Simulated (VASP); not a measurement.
Given:

```yaml
crystal:
  lattice:
    - [0.00000, 2.94786, 2.94786]
    - [2.94786, 0.00000, 2.94786]
    - [2.94786, 2.94786, 0.00000]
  atoms:
    - { symbol: Pb, position: [0.00000, 0.00000, 0.00000] }
    - { symbol: F, position: [0.25000, 0.25000, 0.25000] }
    - { symbol: F, position: [0.75000, 0.75000, 0.75000] }
```

Calculation: PBEsol GGA, VASP's PBE PAW potentials (set 64) (plane waves; VASP 6.6.1). Numerical set-up: PREC = Normal, EDIFF = 1E-5, 450 eV cut-off, 9×9×9 Γ-centred mesh, Gaussian smearing of 0.050 eV, potentials Pb_d F.

At this cut-off the stress carries a Pulay error, which pulls relaxed volumes low.

Question: Give the stress tensor in GPa (positive for a compressed cell).

Answer: 
```
-1.96   0.00   0.00
 0.00  -1.96   0.00
 0.00   0.00  -1.96
```
The pressure is its mean diagonal, -1.96 GPa.

The compound is PbF2 in the fluorite structure, the β form. It was relaxed first.
